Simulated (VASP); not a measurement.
All values below come from PBE GGA, VASP's PBE PAW potentials (set 64) (plane waves; VASP).

Input for VASP

File KPOINTS:
```
Automatic mesh
0
Gamma
12 12 12
0 0 0
```

**POSCAR**
```
CoGa
1
    2.8789744464     0.0000000000    -0.0000000000
   -0.0000000000     2.8789744464    -0.0000000000
    0.0000000000    -0.0000000000     2.8789744464
Ga Co
1 1
Direct
  0.5000000000   0.5000000000   0.5000000000
  0.0000000000   0.0000000000   0.0000000000
```

**INCAR**
```
ALGO=Normal
EDIFF=1E-7
ENCUT=480
GGA=PE
ISIF=2
ISMEAR=1
LASPH=.True.
LCHARG=.False.
LMAXMIX=4
LREAL=.False.
LWAVE=.False.
NELM=100
PREC=Accurate
SIGMA=0.1
SYSTEM=CoGa
```

POTCAR, in this order: Ga_d Co (PBE.64 set). Program: vasp_std.

Question: Predict the energy per atom (σ→0), band gap (on the k-mesh).

Answer: 
```
Property                                                     Value
------------------------  ----------------------------------------
energy per atom (σ→0)                               -5.240 eV/atom
band gap (on the k-mesh)  none (metal, semimetal or under 0.01 eV)
```

**OSZICAR**
```
...
DAV:   7    -0.105012154876E+02    0.20337E+01   -0.93435E+00  2605   0.469E+01    0.173E+00
DAV:   8    -0.104858023913E+02    0.15413E-01   -0.24463E-01  2957   0.544E+00    0.666E-01
DAV:   9    -0.104792601744E+02    0.65422E-02   -0.21100E-02  3372   0.230E+00    0.142E-01
DAV:  10    -0.104789957346E+02    0.26444E-03   -0.66600E-04  3321   0.366E-01    0.713E-02
DAV:  11    -0.104789850963E+02    0.10638E-04   -0.10193E-04  3456   0.181E-01    0.147E-02
DAV:  12    -0.104789840504E+02    0.10458E-05   -0.68018E-06  3852   0.435E-02    0.296E-03
DAV:  13    -0.104789839632E+02    0.87198E-07   -0.47079E-07  2981   0.102E-02
   1 F= -.10478984E+02 E0= -.10479175E+02  d E =0.574148E-03
```

The compound is CoGa in the CsCl type structure. It was relaxed first. The run is not spin-polarised, so no magnetic state was tried.
